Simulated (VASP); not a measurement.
These are r2SCAN meta-GGA, VASP's PBE PAW potentials (set 64) (plane waves; VASP 6.6.1) values and carry that method's errors.

VASP ran on this input.

### INCAR
```
SYSTEM = ZrO2
PREC = Accurate; ENCUT = 600; LREAL = F
LASPH = T
EDIFF = 1E-7; NELM = 100; ALGO = Normal
LMAXMIX = 4; LMIXTAU = T
ISMEAR = 0; SIGMA = 0.05
METAGGA = R2SCAN
IBRION = 2; NSW = 40; ISIF = 3
EDIFFG = -0.01; PSTRESS = 100
LWAVE = F; LCHARG = F
```

### KPOINTS
```
Automatic mesh
0
Gamma
8 8 8
0 0 0
```

File POSCAR:
```
ZrO2
1
   -0.0000000000     2.5459867553     2.5459867553
    2.5459867553     0.0000000000     2.5459867553
    2.5459867553     2.5459867553     0.0000000000
Zr O
1 2
Direct
  0.0000000000   0.0000000000   0.0000000000
  0.2500000000   0.2500000000   0.2500000000
  0.7500000000   0.7500000000   0.7500000000
```

POTCAR, in this order: Zr_sv O (PBE.64 set). Program: vasp_std.

Task: What will the output report for the number of irreducible k-points (NKPTS), number of bands (NBANDS), largest plane-wave count, number of space-group operations, FFT grid (NGX, NGY, NGZ)?

Result: 
```json
{
 "number of irreducible k-points (NKPTS)": "29",
 "number of bands (NBANDS)": "16",
 "largest_plane_wave_count": "1124",
 "number_of_space_group_operations": "48",
 "FFT grid (NGX, NGY, NGZ)": "30 × 30 × 30"
}
```

The compound is ZrO2 in the fluorite structure, the high-temperature cubic form, which is unstable at 0 K; the monoclinic form is the stable one. This run relaxes it under an external pressure of 10 GPa. Symmetry was kept, so distortions that lower it aren't found.
